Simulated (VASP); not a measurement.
Here is the system:

```
ZnS
1.0
    1.94820    -3.37438     0.00000
    1.94820     3.37438     0.00000
    0.00000     0.00000     6.38520
Zn S
2 2
Direct
  0.66667   0.33333   0.50000
  0.33333   0.66667   0.00000
  0.66667   0.33333   0.87500
  0.33333   0.66667   0.37500
```

Method: PBE GGA, VASP's PBE PAW potentials (set 64) (plane waves; VASP). Settings: 400 eV cut-off, 6×6×3 Γ-centred mesh, second-order Methfessel-Paxton smearing of 0.30 eV, potentials Zn S.

Give the stress tensor in GPa (positive for a compressed cell).

```
-2.54   0.00   0.00
 0.00  -2.54   0.00
 0.00   0.00  -2.58
```
The pressure is its mean diagonal, -2.55 GPa.

The compound is ZnS in the wurtzite structure, the high-temperature form. The cell was not relaxed at this level. The run is one of a series of settings (ISMEAR = 2, SIGMA = 0.3 against the base run), some of them coarse on purpose.
